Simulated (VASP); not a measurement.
All values below come from HSE06 screened hybrid, VASP's PBE PAW potentials (set 64) (plane waves; VASP).

The input files of a VASP run:

**INCAR**
```
! general
SYSTEM   = LiSi64
PREC     = Normal
ENCUT    = 400   ! plane-wave cut-off (eV)
LREAL    = Auto
LASPH    = .TRUE.   ! aspherical one-centre terms
ISYM     = 0
NELECT   = 256.0

! electronic loop
EDIFF    = 1E-5
NELM     = 50   ! most electronic steps
NELMIN   = 4
ALGO     = Normal

! smearing
ISMEAR   = 0
SIGMA    = 0.05   ! width (eV)

! functional
GGA      = PE   ! PBE
LHFCALC  = .TRUE.
AEXX     = 0.25
HFSCREEN = 0.2
PRECFOCK = Fast

! ions
ISIF     = 0

! output
LWAVE    = .FALSE.
LCHARG   = .FALSE.
```

KPOINTS:
```
Automatic mesh
0
Gamma
1 1 1
0 0 0
```

POSCAR:
```
LiSi64
1
   10.9370747004     0.0000000000     0.0000000000
    0.0000000000    10.9370747004     0.0000000000
    0.0000000000     0.0000000000    10.9370747004
Si Li
64 1
Direct
  0.4994780842   0.9993585566   0.9994197792
  0.6279665797   0.1221386346   0.1221241830
  0.7509317914   0.2504480387   0.9995066206
  0.8749651237   0.3749783890   0.1255305462
  0.7506915753   0.9993107260   0.2504777145
  0.8749581622   0.1251900453   0.3749796325
  0.9995853095   0.9997797287   0.9996721547
  0.1244029727   0.1247175904   0.1244992287
  0.2495040887   0.2495027388   0.9999720345
  0.3747953837   0.3748386387   0.1240626500
  0.5004234278   0.5002790343   0.0002802807
  0.6252256459   0.6251973980   0.1248106506
  0.7500423167   0.7500630589   0.9999212925
  0.8748154648   0.8749667066   0.1247583423
  0.2489016025   0.9994888418   0.2491450137
  0.3746623355   0.1227182358   0.3750162737
  0.5036544724   0.2457832305   0.2468753304
  0.6264147736   0.3750599127   0.3756801124
  0.7498701316   0.5003105010   0.2496885378
  0.8749340271   0.6244048497   0.3750248241
  0.5005068141   0.9994414967   0.5005767744
  0.6251314404   0.1247351186   0.6251799681
  0.7503373010   0.2494477727   0.5007188021
  0.8749944398   0.3749336107   0.6251681452
  0.7499453581   0.9999189884   0.7500111762
  0.8747533599   0.1246818465   0.8749101964
  0.9990706128   0.4995113210   0.9995072093
  0.1218121325   0.6281509457   0.1220184816
  0.2505164096   0.7506882495   0.9992730151
  0.3749525573   0.8749232560   0.1251556337
  0.9999423174   0.2495153119   0.2496998051
  0.1235907832   0.3747242060   0.3755170727
  0.2457960353   0.5039662919   0.2465320432
  0.3750130375   0.6268053173   0.3753072411
  0.5005861674   0.7502327171   0.2494851792
  0.6250298011   0.8748750172   0.3750243747
  0.9992064697   0.9994175971   0.4995401173
  0.1220047128   0.1219940512   0.6282030856
  0.2467622482   0.2459263920   0.5042452791
  0.3752488996   0.3752502540   0.6273072657
  0.5040121835   0.5043770078   0.5046259859
  0.6284931539   0.6286208851   0.6285903671
  0.7512151372   0.7508685302   0.4995390308
  0.8751076612   0.8751979096   0.6253710357
  0.2504493723   0.9992210969   0.7509514287
  0.3749773697   0.1251604171   0.8751422054
  0.5007704364   0.2494548082   0.7506215570
  0.6249784044   0.3749529411   0.8755461547
  0.7508189907   0.4995044232   0.7511420684
  0.8750778289   0.6253445115   0.8751095889
  0.9988795586   0.7506054475   0.2505553444
  0.1248190004   0.8748741052   0.3749909555
  0.9997923080   0.5003544780   0.5007909917
  0.1245817815   0.6253934965   0.6253633855
  0.2493153595   0.7504051499   0.5007146258
  0.3749873682   0.8749135411   0.6251831576
  0.9992423364   0.2504640677   0.7509937693
  0.1250287538   0.3749979816   0.8753183376
  0.2491448536   0.5006825306   0.7505266404
  0.3749700253   0.6245838697   0.8753226043
  0.4995125064   0.7508602235   0.7513415773
  0.6253335456   0.8751850438   0.8752493637
  0.9998359831   0.7502163367   0.7501292828
  0.1247209122   0.8749050354   0.8750418215
  0.3753720023   0.3759485447   0.3755466521
```

POTCAR, in this order: Si Li (PBE.64 set). Program: vasp_gam. Read from the step before: WAVECAR.

Output of the run:

File OSZICAR:
```
       N       E                     dE             d eps       ncg     rms          rms(c)
DAV:   1    -0.404928004884E+03   -0.40493E+03   -0.12793E+01   322   0.808E+00    0.196E+01
DAV:   2    -0.405026909740E+03   -0.98905E-01   -0.30056E-01   372   0.119E+00    0.128E+01
DAV:   3    -0.405014082576E+03    0.12827E-01   -0.11264E-02   355   0.199E-01    0.757E+00
DAV:   4    -0.405008047424E+03    0.60352E-02   -0.18732E-03   347   0.909E-02    0.436E+00
DAV:   5    -0.405005906488E+03    0.21409E-02   -0.58802E-04   355   0.511E-02    0.249E+00
DAV:   6    -0.405005173752E+03    0.73274E-03   -0.19908E-04   339   0.296E-02    0.142E+00
DAV:   7    -0.405004927855E+03    0.24590E-03   -0.76988E-05   339   0.182E-02    0.809E-01
DAV:   8    -0.405004850543E+03    0.77312E-04   -0.26788E-05   203   0.110E-02    0.463E-01
DAV:   9    -0.405004830191E+03    0.20353E-04   -0.12022E-05   195   0.754E-03    0.263E-01
DAV:  10    -0.405004826174E+03    0.40162E-05   -0.42756E-06   179   0.452E-03
   1 F= -.40500483E+03 E0= -.40500483E+03  d E =-.182815E-10
```

**OUTCAR**
```
------------------------ aborting loop because EDIFF is reached ----------------------------------------
  volume of cell :     1308.29
      direct lattice vectors                 reciprocal lattice vectors
    10.937074700  0.000000000  0.000000000     0.091432127  0.000000000  0.000000000
     0.000000000 10.937074700  0.000000000     0.000000000  0.091432127  0.000000000
     0.000000000  0.000000000 10.937074700     0.000000000  0.000000000  0.091432127
 POSITION                                       TOTAL-FORCE (eV/Angst)
 -----------------------------------------------------------------------------------
      5.46283     10.93006     10.93073         0.011158      0.000356      0.003781
      6.86812      1.33584      1.33568        -0.012707      0.008517      0.020588
      8.21300      2.73917     10.93168        -0.003337     -0.013676      0.002453
      9.56956      4.10117      1.37294         0.000451     -0.000094     -0.006732
      8.21037     10.92954      2.73949        -0.001624     -0.000242     -0.009059
      9.56948      1.36921      4.10118         0.001325     -0.000801      0.001632
     10.93254     10.93467     10.93349         0.005577     -0.001007      0.011886
      1.36060      1.36405      1.36166         0.002330      0.002819      0.005811
      2.72884      2.72883     10.93677        -0.001034      0.000881      0.002531
      4.09917      4.09964      1.35688         0.006684      0.001541     -0.019565
      5.47317      5.47159      0.00307        -0.001766      0.002642     -0.002578
      6.83814      6.83783      1.36506        -0.003303      0.000076      0.006840
      8.20327      8.20350     10.93621         0.000770     -0.002838      0.008998
      9.56792      9.56958      1.36449         0.004793      0.000627      0.007283
      2.72226     10.93148      2.72492         0.008962      0.009543      0.007261
      4.09771      1.34218      4.10158         0.004948      0.008170      0.007407
      5.50851      2.68815      2.70009         0.001394      0.019221     -0.011054
      6.85115      4.10206      4.10884         0.014226     -0.007345     -0.011709
      8.20139      5.47193      2.73086         0.003606      0.000012      0.001068
      9.56922      6.82916      4.10167         0.001115      0.011042      0.007067
      5.47408     10.93097      5.47485         0.000758      0.003681      0.006019
      6.83711      1.36424      6.83764        -0.002406      0.003897      0.002684
      8.20650      2.72823      5.47640        -0.009418      0.000134      0.000613
      9.56988      4.10068      6.83751        -0.002070      0.005060      0.000286
      8.20221     10.93619      8.20293        -0.005073      0.002786      0.000939
      9.56724      1.36365      9.56896         0.010315      0.004898      0.003388
     10.92691      5.46319     10.93169         0.005219      0.016409      0.000550
      1.33227      6.87013      1.33453         0.013368     -0.010758      0.018781
      2.73992      8.21033     10.92912        -0.015263     -0.002699      0.007931
      4.10088      9.56910      1.36884         0.000614      0.004211      0.000026
     10.93644      2.72897      2.73099        -0.004502     -0.003172     -0.002653
      1.35172      4.09839      4.10706        -0.012790      0.002077     -0.004174
      2.68829      5.51192      2.69634         0.015961     -0.005373      0.006103
      4.10155      6.85542      4.10476        -0.006552      0.015979     -0.004746
      5.47495      8.20535      2.72864        -0.009675     -0.006682      0.013099
      6.83600      9.56857      4.10167        -0.000217      0.002967      0.002908
     10.92840     10.93070      5.46351         0.007516     -0.000136      0.014306
      1.33437      1.33426      6.87070         0.012492      0.012410     -0.009058
      2.69886      2.68972      5.51497        -0.013986      0.011227     -0.005152
      4.10413      4.10414      6.86091        -0.006443     -0.004431      0.000326
      5.51242      5.51641      5.51913        -0.001402     -0.012348     -0.012252
      6.87388      6.87527      6.87494        -0.020310     -0.025174     -0.017855
      8.21610      8.21231      5.46350        -0.013566     -0.007168      0.014281
      9.57112      9.57210      6.83973        -0.000994     -0.001230     -0.012266
      2.73918     10.92856      8.21321        -0.009825      0.003811     -0.004238
      4.10116      1.36889      9.57150         0.000097      0.000061     -0.001344
      5.47696      2.72831      8.20960        -0.000683     -0.002786     -0.005863
      6.83544      4.10089      9.57591         0.000816      0.004068     -0.010533
      8.21176      5.46312      8.21530        -0.001222      0.013575     -0.000940
      9.57079      6.83944      9.57114        -0.003771     -0.010109      0.001506
     10.92482      8.20943      2.74034         0.007930      0.001476     -0.009879
      1.36515      9.56856      4.10130         0.002975      0.003171      0.004927
     10.93480      5.47241      5.47719        -0.002215      0.000259      0.001183
      1.36256      6.83998      6.83965         0.003583     -0.005424     -0.002565
      2.72678      8.20724      5.47635         0.003717     -0.007956     -0.003249
      4.10126      9.56899      6.83767         0.001366      0.000269     -0.002508
     10.92879      2.73934      8.21367         0.001852     -0.013562     -0.002816
      1.36745      4.10138      9.57342        -0.000810      0.000927     -0.005743
      2.72492      5.47600      8.20857         0.006720     -0.008474     -0.007224
      4.10108      6.83112      9.57347         0.003483      0.008339     -0.002599
      5.46321      8.21221      8.21748         0.009416     -0.005252     -0.010661
      6.83932      9.57196      9.57267        -0.013870     -0.003174     -0.002440
     10.93528      8.20517      8.20422         0.005543     -0.008938      0.004673
      1.36408      9.56890      9.57040         0.007404      0.004589      0.003476
      4.10547      4.11178      4.10738        -0.007647     -0.020876     -0.001156
 -----------------------------------------------------------------------------------
    total drift:                               -0.006208      0.007453      0.016444
  FREE ENERGIE OF THE ION-ELECTRON SYSTEM (eV)
  ---------------------------------------------------
  free  energy   TOTEN  =      -405.0048261743 eV

  energy  without entropy=     -405.0048261743  energy(sigma->0) =     -405.00482617

  exchange ACFDT corr.  =         0.00000000  see jH, gK, PRB 81, 115126
```
(Selected blocks of OUTCAR.)

File OUTCAR:
```
 val. band max:        5.3013336725   @ k =   0.0000   0.0000   0.0000

 cond. band min:       6.6724671178   @ k =   0.0000   0.0000   0.0000


 Fermi energy:         5.5369761841

 k-point     1 :       0.0000    0.0000    0.0000
  band No.  band energies     occupation
      1      -7.8084      2.00000
      2      -6.6644      2.00000
      3      -6.6397      2.00000
      4      -6.6387      2.00000
      5      -6.6385      2.00000
      6      -6.6033      2.00000
      7      -6.6026      2.00000
      8      -5.6381      2.00000
      9      -5.6378      2.00000
     10      -5.6362      2.00000
     11      -5.5938      2.00000
     12      -5.5838      2.00000
     13      -5.5829      2.00000
     14      -5.5826      2.00000
     15      -5.5627      2.00000
     16      -5.5620      2.00000
     17      -5.5448      2.00000
     18      -5.5433      2.00000
     19      -5.5431      2.00000
     20      -5.2814      2.00000
     21      -5.2608      2.00000
     22      -5.2604      2.00000
     23      -5.2593      2.00000
     24      -3.3062      2.00000
     25      -3.3054      2.00000
     26      -3.3052      2.00000
     27      -3.2862      2.00000
     28      -3.2644      2.00000
     29      -3.2639      2.00000
     30      -3.1151      2.00000
     31      -3.1144      2.00000
     32      -3.1136      2.00000
     33      -3.1050      2.00000
     34      -3.1039      2.00000
     35      -3.1029      2.00000
     36      -3.0811      2.00000
     37      -3.0807      2.00000
     38      -3.0730      2.00000
     39      -3.0719      2.00000
     40      -3.0715      2.00000
     41      -3.0545      2.00000
     42      -2.2917      2.00000
     43      -2.2731      2.00000
     44      -2.2728      2.00000
     45      -2.2724      2.00000
     46      -0.7093      2.00000
     47      -0.7086      2.00000
     48      -0.7082      2.00000
     49      -0.7020      2.00000
     50      -0.6821      2.00000
     51      -0.6812      2.00000
...
```

The cell is charged, with a uniform compensating background. The supercell is sampled at Γ alone, which is coarse: total energies, pressure and levels can be off, energies of defects by several tenths of an eV.

The cell is a supercell with a defect, built from Si (diamond): Li_i, charge +1. The cell's shape comes from a PBE relaxation. The run is not spin-polarised, so no state with unpaired spins was tried.
